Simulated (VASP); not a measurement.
Crystal: GaSb.

```
Ga Sb
1.0
     0.00000    3.06860    3.06860
     3.06860    0.00000    3.06860
     3.06860    3.06860    0.00000
Ga Sb
1 1
Direct
  0.00000 0.00000 0.00000
  0.75000 0.75000 0.75000
```

The cell is a database's computed one.

| Item | Value |
| --- | --- |
| Program | VASP 6.6.1 |
| Task | relaxation of cell and atoms |
| Functional | PBEsol |
| Potentials or basis | VASP PAW PBE potentials, release 64 (Ga_d, Sb) |
| Cutoff | 600 eV |
| k mesh | 3 × 3 × 3 |
| Occupations | gaussian, width 0.02 eV |
| Spin | no spin polarisation |

At the start: pressure 1.7 GPa; volume 28.89 Å³/atom.

Problem. Where does the relaxation end?

Solution. Over 3 steps the energy falls by 5.5 meV/atom and the volume is 29.92 Å³/atom (+3.6 %); space group F-43m (No. 216, to 0.05 Å).

Step by step:
```tsv
step	energy change (eV)	largest force (eV/Å)	pressure (GPa)	volume (Å³)
1	0.0000	0.0000	1.75	57.79
2	-0.0100	0.0000	-0.46	60.46
3	-0.0109	0.0000	-0.06	59.85
```

Final structure:
```
Ga Sb
1.0
     0.00000    3.10458    3.10458
     3.10458    0.00000    3.10458
     3.10458    3.10458    0.00000
Ga Sb
1 1
Direct
  0.00000 0.00000 0.00000
  0.75000 0.75000 0.75000
```

Caveat: the k mesh is coarse (spacing up to 0.59 Å⁻¹), so the values aren't converged; the PAW data sets were made with another functional, which shifts forces and pressure a little.
